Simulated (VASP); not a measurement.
Runs of VASP 6.6.1 on SnTe. The structure is cubic, space group Fm-3m (No. 225). The conventional cell has a = 6.302 Å, b = 6.302 Å, c = 6.302 Å, α = 90.00°, β = 90.00°, γ = 90.00°. Sn (site symmetry m-3m) is surrounded by 6 Te at 3.15 Å. Around Te (site symmetry m-3m) lie 6 Sn at 3.15 Å. 

```csv
task,level,potentials or basis,cell,k mesh,cutoff (eV),gap on the mesh (eV),pressure (GPa),relaxed volume (Å³/atom)
relaxation of cell and atoms,AM05,"VASP PAW PBE potentials, release 64 (Sn_d, Te)",relaxed,10 × 10 × 10,600,0.12,0.0,(c)
relaxation of cell and atoms,RPBE,"VASP PAW PBE potentials, release 64 (Sn_d, Te)",relaxed,10 × 10 × 10,600,0.17,0.0,(b)
single point,PBEsol,"VASP PAW PBE potentials, release 64 (Sn_d, Te)",as given,6 × 6 × 6,520,0.14,-0.4,-
relaxation of cell and atoms,PBEsol,"VASP PAW PBE potentials, release 64 (Sn_d, Te)",relaxed,10 × 10 × 10,600,0.16,0.0,(a)
relaxation of cell and atoms,PBE,"VASP PAW PBE potentials, release 64 (Sn, Te)",relaxed,5 × 5 × 5,300,-,0.0,32.80
```

Alike in all rows: no spin polarisation; smearing gaussian 0.03 eV.

Task: Fill in the values left out.

Result: (a) 31.10; (b) 34.05; (c) 31.28.

Caveats: the PAW data sets were made with another functional, which shifts forces and pressure a little (some runs); spin-orbit coupling is left out, which moves the levels of the heavy elements (some runs).

A k mesh can miss the band edges, and the runs leave out spin-orbit coupling on Sn, Te.

Not every run made on this cell is shown here.
